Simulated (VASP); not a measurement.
A run of VASP 6.6.1:

File INCAR:

```
PREC = Accurate ; ENCUT = 600
EDIFF = 1E-7 ; ISMEAR = 0
SIGMA = 0.03 ; LREAL = F
LASPH = T ; NELM = 80
ALGO = Fast ; ISIF = 4
LWAVE = F ; LCHARG = F
GGA = PE ; IVDW = 12
IBRION = 2 ; NSW = 40
EDIFFG = -0.01
```

Contents of KPOINTS:

```
regular mesh
0
Gamma
  12 12 12
```

POSCAR

```
Sn                                      
1.0
   -2.8651517055      2.8651517055      1.5557466307
    2.8651517055     -2.8651517055      1.5557466307
    2.8651517055      2.8651517055     -1.5557466307
  Sn            
     2
Direct
     0.0000000000000000    0.0000000000000000    0.0000000000000000
     0.7500000000000000    0.2500000000000000    0.5000000000000000
```

Potentials or basis: VASP PAW PBE potentials, release 64 (Sn_d).

Launch:

```console
$ cat potpaw_PBE.64/Sn_d/POTCAR > POTCAR
$ mpirun -np 1 vasp_std > vasp.out
```

Hardware: 1 thread of Intel(R) Xeon(R) 6975P-C (Granite Rapids) (shared host).

Question: How long does it take, and how much memory?

Answer: Wall time 2.7 min on 1 thread of Intel(R) Xeon(R) 6975P-C (Granite Rapids) (shared host), peak memory 0.33 GiB. Counts: scf iterations 30, k points 163, ion steps 3.
